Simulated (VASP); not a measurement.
Crystal: Be2Si.

```
Si Be
1.0
     0.00000    2.64000    2.64000
     2.64000    0.00000    2.64000
     2.64000    2.64000    0.00000
Si Be
1 2
Direct
  0.00329 0.00634 0.99592
  0.23346 0.25410 0.25298
  0.75127 0.74450 0.75599
```

The cell comes from a database or a generator and needn't be the stable form of this composition.

The cell isn't the ideal one: atoms moved at random, drawn with an rms of 0.05 Å.

- Program: VASP 6.6.1
- Task: relaxation of the atoms
- Functional: PBE
- Potentials or basis: VASP PAW PBE potentials, release 64 (Si_GW, Be_GW)
- Cutoff: 550 eV
- k mesh: 9 × 9 × 9
- Occupations: fermi-dirac, width 0.1 eV
- Spin: no spin polarisation

At the start: pressure 0.5 GPa; volume 12.27 Å³/atom.

Task: Where does the relaxation end?

Result: Over 6 steps the energy falls by 4.5 meV/atom; space group Fm-3m (No. 225, to 0.05 Å).

Step by step:
```csv
step,energy change (eV),largest force (eV/Å),pressure (GPa)
1,0.0000,0.3920,0.46
2,-0.0049,0.3143,0.40
3,-0.0130,0.0954,0.30
4,-0.0134,0.0546,0.30
5,-0.0135,0.0346,0.29
6,-0.0136,0.0055,0.29
```

Final structure:
```yaml
crystal:
  lattice:
    - [0.00000, 2.64000, 2.64000]
    - [2.64000, 0.00000, 2.64000]
    - [2.64000, 2.64000, 0.00000]
  atoms:
    - { symbol: Si, position: [0.00329, 0.00634, 0.99592] }
    - { symbol: Be, position: [0.25347, 0.25644, 0.24584] }
    - { symbol: Be, position: [0.75328, 0.75656, 0.74584] }
```
